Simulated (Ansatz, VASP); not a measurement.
# Cross-check of Si3N4 between VASP and Ansatz, part 2 of 2

One calculation is typed for both programs; each brings its own data sets. How far apart do they land? The cell is taken from a series of runs on this material, whose earlier steps may have relaxed, scaled, displaced or heated it; both programs get it as it stands.

VASP 6.6.1 and Ansatz 0.2.0.

So far: Set-up; VASP: G0W0 gap, PBE.

## (3) Ansatz: G0W0 gap, PBE

Level of this step: Ansatz beside VASP: Kohn-Sham DFT, plane waves, PBE (Ansatz).

Ansatz runs on its default PAW (the set named soft_2) files.

The same cell, functional and mesh now go to Ansatz, which takes its cutoff from its data sets.

Input file input.yaml:

```yaml
crystal:
  lattice:
    - [0.0, 3.894618659, 3.894618659]
    - [3.894618659, 0.0, 3.894618659]
    - [3.894618659, 3.894618659, 0.0]
  atoms:
    - { symbol: Si, position: [0.125, 0.125, 0.625] }
    - { symbol: Si, position: [0.125, 0.625, 0.125] }
    - { symbol: Si, position: [0.625, 0.125, 0.125] }
    - { symbol: Si, position: [0.125, 0.125, 0.125] }
    - { symbol: Si, position: [0.75, 0.75, 0.75] }
    - { symbol: Si, position: [0.5, 0.5, 0.5] }
    - { symbol: "N", position: [0.3675422912, 0.3675422912, 0.3675422912] }
    - { symbol: "N", position: [0.3526268735, 0.8824577088, 0.8824577088] }
    - { symbol: "N", position: [0.8824577088, 0.8824577088, 0.3526268735] }
    - { symbol: "N", position: [0.8824577088, 0.3526268735, 0.8824577088] }
    - { symbol: "N", position: [0.3675422912, 0.3675422912, 0.8973731265] }
    - { symbol: "N", position: [0.3675422912, 0.8973731265, 0.3675422912] }
    - { symbol: "N", position: [0.8824577088, 0.8824577088, 0.8824577088] }
    - { symbol: "N", position: [0.8973731265, 0.3675422912, 0.3675422912] }
kpoints:
  mp_grid: { grid: [4, 4, 4] }
hamiltonian:
  xc: pbe
scf:
  occupations: { method: fixed }
gw:
  n_empty_bands: 252
  ecut_chi: 96
  qp_bands: [v4, c4]
  qp_kpoints: band_edges
  screening: { model: contour_deformation }
```

Run with:

```
ansatz run input.yaml --threads 24 --pin off --max-ram 82944MiB --backend cuda --events-out ev --progress --plain --runs-dir out --devices 1 --max-vram 78GiB
```

Numbers of over 12 decimals in the logs are rounded to 6 here.

The log of the run:

```text
GPUs: using 1 of 1 available (devices: 1).
Engine: ansatz 0.2.0, aarch64-unknown-linux-gnu
Pseudopotentials: kind: paw
Pseudopotential: Si, paw, valence charge 4, recommended cutoff 420 eV (normal), Si.paw.azcp
Pseudopotential: N, paw, valence charge 5, recommended cutoff 420 eV (normal), N.paw.azcp
Functional definition: PBE
  parameter kappa = 0.804
  parameter beta = 0.066725
  exchange = pbe_x(kappa = kappa, mu = beta*pi^2/3)
  correlation = pbe_c(beta = beta)
[...]
Crystal: 14 atoms, lattice volume = 118.148 Å³
Basis set: ecut = 420 eV, 2277 PW (Γ)
Bands: 46, of which v1, the nominal top of the filled ones, is band 32 counted from 1 (31 counted from 0)
Symmetry: 48 space group operations
Space group: Fd-3m (ITA 227), of the structure as read, at distance tolerance 4.9e-5 Å
k-points: 8 of 64
Non-local potential: Si, projectors of the file, l = 0: 2, l = 1: 2, l = 2: 2
Non-local potential: N, projectors of the file, l = 0: 2, l = 1: 2, l = 2: 1
PAW form: soft (Blöchl's): semilocal exchange-correlation on the pseudo side does not see the compensation charge
PAW one-centre angular grid: Si, 110 points (default); XC on 64 Gauss nodes
PAW one-centre angular grid: N, 110 points (default); XC on 64 Gauss nodes
Initial density: superposition of atomic densities (neutral atoms: chi_scale 0, normalization atom), corrected by the library's trained network
Initial wavefunctions: pseudopotential atomic-orbital guess
[...]
Functional: x = pbe(κ = 0.804, μ = 0.219515), c = pbe(β = 0.066725)
SCF iter   1: F=—  HF=-6899.810744 eV  |F-HF|=—  |Δ(HF+E_count)|=         —  Δρ=4.05e-3  dr2=3.39e-2  ethr=1.77e-3  ⟨swp⟩=5.0  Hψ=1515  notcnv=0  defer=92
preconditioner: auto → Resta (q_TF=auto, 2.463 Å⁻¹)  ε∞=4.3  [insulator: Δε(μ)=3.363 eV  Ē_g=14.976 eV  n_scr=26 (ndim 8)  ℏωp=27.3 eV  f_vac=0.000  ε∞_Penn≈4.3]
SCF iter   2: F=—  HF=-6899.797830 eV  |F-HF|=—  |Δ(HF+E_count)|=   1.29e-2  Δρ=1.66e-3  dr2=5.33e-3  ethr=5.30e-5  ⟨swp⟩=2.2  Hψ=581  notcnv=0  defer=92
SCF iter   3: F=—  HF=-6899.797307 eV  |F-HF|=—  |Δ(HF+E_count)|=   5.23e-4  Δρ=4.66e-4  dr2=1.56e-4  ethr=8.32e-6  ⟨swp⟩=2.8  Hψ=516  notcnv=0  defer=92
SCF iter   4: F=—  HF=-6899.797372 eV  |F-HF|=—  |Δ(HF+E_count)|=   6.51e-5  Δρ=1.70e-4  dr2=2.02e-5  ethr=2.43e-7  ⟨swp⟩=3.0  Hψ=587  notcnv=0  defer=89
SCF iter   5: F=—  HF=-6899.797384 eV  |F-HF|=—  |Δ(HF+E_count)|=   1.22e-5  Δρ=1.90e-5  dr2=3.26e-7  ethr=3.15e-8  ⟨swp⟩=2.5  Hψ=616  notcnv=0  defer=78
SCF iter   6: F=-6899.797384 eV  HF=-6899.797384 eV  |F-HF|=6.44e-9  |Δ(HF+E_count)|=   2.91e-7  Δρ=4.15e-6  dr2=1.71e-8  ethr=1.56e-10  ⟨swp⟩=16.5  Hψ=2036  notcnv=0
SCF 1 converged in 6 iterations: F = -6899.797384 eV  dr2 = 1.71e-8
  greatest PAW one-centre occupation: 0.789 electrons in one spin orbital (limit 2), on the N atom at site 11 (counted from 0), in its partial waves of l = 0
[...]
NSCF: frozen V_eff on 8 k-points
the band table was solved once the SCF had ended and its energy, with any forces and stress, was formed, with the checks that follow a solve (1540 applications of the Hamiltonian). They found nothing against the state; the energy, forces and stress were not computed again (output.eigenvalues in the input reference)
[...]
NSCF: frozen V_eff on 8 k-points
G₀W₀ screening: q 1/8
[... further progress lines ...]
[...]
NSCF: frozen V_eff on 1 k-points
SCF converged after 6 iterations
Free energy (F): -6899.797384 eV
Harris-Foulkes:  -6899.797384 eV  (|F-HF|=6.44e-9)
Internal energy: -6899.797384 eV  (E = F + TS)
E sigma→0 (E₀):  -6899.797384 eV
Fermi energy:    10.941744 eV
--- Per-component energies (eV) ---
  E_band       = 270.784813
  E_kinetic    = 1360.255605
  E_local      = -1484.121705  (includes V_loc(G=0)·N_el)
  E_nonlocal   = 501.643849
  E_hartree    = 492.008481
  E_xc         = -831.421879
  E_vxc        = -919.176460  (∫ρ·V_xc dr)
  E_paw        = -4098.101723  (= ΣΔE_a)
  E_vpaw       = -171.830714  (= ΣTr[D̂ρ^β])
  E_aug_tail   = 0.000853  (compensation charges beyond the density's cutoff)
  E_ewald      = -2840.060866
  E_smearing   = -0.000000  (= −TS)
  E_closure    = -0.000000  (closes the sum)
  Σ components = -6899.797384   (vs F -6899.797384, Δ=0.00e0)
[...]
0    36     15.8421    -9.3838    -4.4745   -14.8704  0.8312    16.8600    16.8542  root
     1    29     10.4798   -22.0691     3.4594   -18.1041  0.8012     9.9724     9.9741  root
     1    30     10.5266   -21.9539     3.4747   -17.9687  0.8009    10.0143    10.0160  root
     1    31     10.8307   -22.3275     3.3726   -18.5045  0.8030    10.3789    10.3802  root
     1    32     10.8307   -22.3275     3.3726   -18.5045  0.8030    10.3789    10.3802  root
     1    33     15.0537    -8.5500    -4.2427   -13.5766  0.8346    15.8409    15.8376  root
     1    34     15.3103    -8.5533    -4.2313   -13.5648  0.8332    16.0938    16.0905  root
     1    35     15.3103    -8.5533    -4.2313   -13.5648  0.8332    16.0938    16.0905  root
     1    36     16.9277    -9.5841    -4.6272   -15.3004  0.8241    18.0244    18.0168  root
     2    29     10.4959   -22.3358     3.4328   -18.4085  0.8024     9.9997    10.0013  root
     2    30     10.4959   -22.3358     3.4328   -18.4085  0.8024     9.9997    10.0013  root
     2    31     10.6352   -22.0246     3.4124   -18.1340  0.8017    10.1555    10.1570  root
     2    32     10.6352   -22.0246     3.4124   -18.1340  0.8017    10.1555    10.1570  root
     2    33     15.8899    -8.2563    -4.4610   -13.5614  0.8314    16.7383    16.7341  root
     2    34     16.7323    -7.3031    -4.6125   -12.6744  0.8284    17.4949    17.4911  root
     2    35     16.7323    -7.3031    -4.6125   -12.6744  0.8284    17.4949    17.4911  root
     2    36     17.2019    -9.3577    -4.6859   -15.0844  0.8280    18.2496    18.2427  root
     3    29     10.3890   -21.9612     3.4904   -17.9550  0.8005     9.8714     9.8732  root
     3    30     10.4055   -22.2343     3.4388   -18.2809  0.8020     9.8892     9.8910  root
     3    31     10.4055   -22.2343     3.4388   -18.2809  0.8020     9.8892     9.8910  root
     3    32     10.7162   -22.0250     3.4388   -18.1039  0.8015    10.2324    10.2339  root
     3    33     15.3451    -8.3908    -4.3152   -13.4924  0.8337    16.1349    16.1315  root
     3    34     15.9058    -9.0810    -4.2385   -14.1796  0.8285    16.7701    16.7658  root
     3    35     15.9058    -9.0810    -4.2385   -14.1796  0.8285    16.7701    16.7658  root
[...]
7    29      9.9227   -22.0360     3.5251   -17.9359  0.7999     9.3453     9.3476  root
     7    30      9.9227   -22.0360     3.5251   -17.9359  0.7999     9.3453     9.3476  root
     7    31     10.2393   -21.7365     3.4487   -17.7530  0.8009     9.7026     9.7045  root
     7    32     10.2393   -21.7365     3.4487   -17.7530  0.8009     9.7026     9.7045  root
     7    33     17.6091    -8.0730    -4.6605   -13.6347  0.8203    18.5164    18.5103  root
     7    34     17.6091    -8.0730    -4.6605   -13.6347  0.8203    18.5164    18.5103  root
     7    35     18.1183    -8.3463    -4.8508   -14.2105  0.8168    19.1399    19.1317  root
     7    36     18.1183    -8.3463    -4.8508   -14.2105  0.8168    19.1399    19.1317  root
```

## (4) Differences

Known differences besides the potentials themselves: fixed occupations in Ansatz, narrow Gaussian smearing in VASP; the cutoff is 420 eV in Ansatz and 450 eV in VASP; VASP leaves aspherical gradient terms in its spheres out (LASPH is not set), Ansatz keeps them; Ansatz integrates over frequency by contour deformation, VASP on a grid of NOMEGA points. Total energies have different zeros and are not compared.

The two programs side by side:

| quantity | Ansatz | VASP | difference |
| --- | --- | --- | --- |
| G0W0 gap on the mesh (eV) | 4.52 | 4.44 | +0.07 |
| Kohn-Sham gap under it (eV) | 3.37 | 3.36 | +0.01 |

## (5) Summary of results

```
difference in G0W0 gap on the mesh (G0W0 gap, PBE) : 0.074 eV
```

**Reading.** The difference in G0W0 gap on the mesh is 0.074 eV (G0W0 gap, PBE). Such differences can come from data sets, numerical settings and the points named under the comparisons, not from the functional's error against experiment.

[Lines on the potential files, build, host, timing and source positions are cut from VASP's logs without a mark.]

[Logs are printed without paths, hosts, clocks, repeated set-up lines and the standing remarks that a program may print on its own settings, such as how far it seeks lower states.]

[Hosts, paths, dates, database ids (printed as entryN), source tags and the programs' standing remarks are cut or masked in the printed files.]
